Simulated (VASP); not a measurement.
Write the native input for VASP 6.6.1 that does the following.

```
Task                   : band structure
Functional             : TB-mBJ
Potentials or basis    : VASP PAW PBE potentials, release 64 (Rb_pv, Ti, Cd)
Cutoff                 : 500 eV
k mesh                 : 5 × 5 × 5
Occupations            : fermi-dirac, width 0.1 eV
Spin                   : spin-orbit coupling, no magnetisation
Further INCAR settings : ALGO = Normal; EDIFF = 1e-06; NBANDS = 62
```

RbTiCd3:

```xyz
5
Lattice="4.9109 0.0000 0.0000 0.0000 4.9109 0.0000 0.0000 0.0000 4.9211" Properties=species:S:1:pos:R:3 pbc="T T T"
Rb    2.4554    2.4554    2.5335
Ti    0.0000    0.0000    4.8858
Cd    2.4554    0.0000    4.7992
Cd    0.0000    2.4554    4.7992
Cd    0.0000    0.0000    2.3913
```

The cell was built by a generator and needn't be a form met in nature.

One way to write it, as run:

POSCAR

```
RbTiCd3
4.9109
    0.999995277851      0.000000000000      0.000000000000
    0.000000000000      0.999995277851      0.000000000000
    0.000000000000      0.000000000000      1.002080021992
Rb Ti Cd
1 1 3
Direct
    0.5000000000      0.5000000000      0.5148159900
    0.0000000000      0.0000000000      0.9928190100
    0.5000000000      0.0000000000      0.9752169800
    0.0000000000      0.5000000000      0.9752169800
    0.0000000000      0.0000000000      0.4859319900
```

INCAR.step1

```
SYSTEM = RbTiCd3
PREC = Accurate ; ENCUT = 500
EDIFF = 1E-5 ; ISMEAR = -1
SIGMA = 0.1 ; LREAL = .FALSE.
LASPH = .TRUE. ; NELM = 60
ALGO = Normal ; ISIF = 2
LWAVE = .TRUE. ; LCHARG = .FALSE.
MAGMOM = 0 0 0 0 0 0 0 0 0 0 0 0 0 0 0 ; LORBIT = 11
LSORBIT = .TRUE. ; GGA_COMPAT = .FALSE.
LMAXMIX = 4 ; NBANDS = 62
GGA = PE
```

INCAR.step2

```
SYSTEM = RbTiCd3
PREC = Accurate ; ENCUT = 500
EDIFF = 1E-6 ; ISMEAR = -1
SIGMA = 0.1 ; LREAL = .FALSE.
LASPH = .TRUE. ; NELM = 60
ALGO = Normal ; ISIF = 2
LWAVE = .FALSE. ; LCHARG = .FALSE.
MAGMOM = 0 0 0 0 0 0 0 0 0 0 0 0 0 0 0 ; LORBIT = 11
LSORBIT = .TRUE. ; GGA_COMPAT = .FALSE.
LMAXMIX = 4 ; METAGGA = MBJ
NBANDS = 62 ; ISTART = 1
```

KPOINTS

```
regular mesh
0
G
  5 5 5
  0 0 0
```

KPOINTS_OPT

```
path GXMGZRAZ,XR,MA
20
line-mode
reciprocal
 0.0000000000  0.0000000000  0.0000000000  G
 0.0000000000  0.5000000000  0.0000000000  X

 0.0000000000  0.5000000000  0.0000000000  X
 0.5000000000  0.5000000000  0.0000000000  M

 0.5000000000  0.5000000000  0.0000000000  M
 0.0000000000  0.0000000000  0.0000000000  G

 0.0000000000  0.0000000000  0.0000000000  G
 0.0000000000  0.0000000000  0.5000000000  Z

 0.0000000000  0.0000000000  0.5000000000  Z
 0.0000000000  0.5000000000  0.5000000000  R

 0.0000000000  0.5000000000  0.5000000000  R
 0.5000000000  0.5000000000  0.5000000000  A

 0.5000000000  0.5000000000  0.5000000000  A
 0.0000000000  0.0000000000  0.5000000000  Z

 0.0000000000  0.5000000000  0.0000000000  X
 0.0000000000  0.5000000000  0.5000000000  R

 0.5000000000  0.5000000000  0.0000000000  M
 0.5000000000  0.5000000000  0.5000000000  A
```

Potentials or basis: VASP PAW PBE potentials, release 64 (Rb_pv, Ti, Cd).

Command:

```console
$ cat potpaw_PBE.64/Rb_pv/POTCAR potpaw_PBE.64/Ti/POTCAR potpaw_PBE.64/Cd/POTCAR > POTCAR
$ cp INCAR.step1 INCAR
$ mpirun -np 1 vasp_ncl > vasp.out
$ cp INCAR.step2 INCAR
$ mpirun -np 1 vasp_ncl > vasp.out
```

Results of the run:

* Valence electrons inside the program's atomic spheres: Rb 6.48; Ti 3.89; Cd 10.46

It took 27 min on 1 thread of Intel(R) Xeon(R) 6975P-C (Granite Rapids) (shared host), peak memory 0.78 GiB.
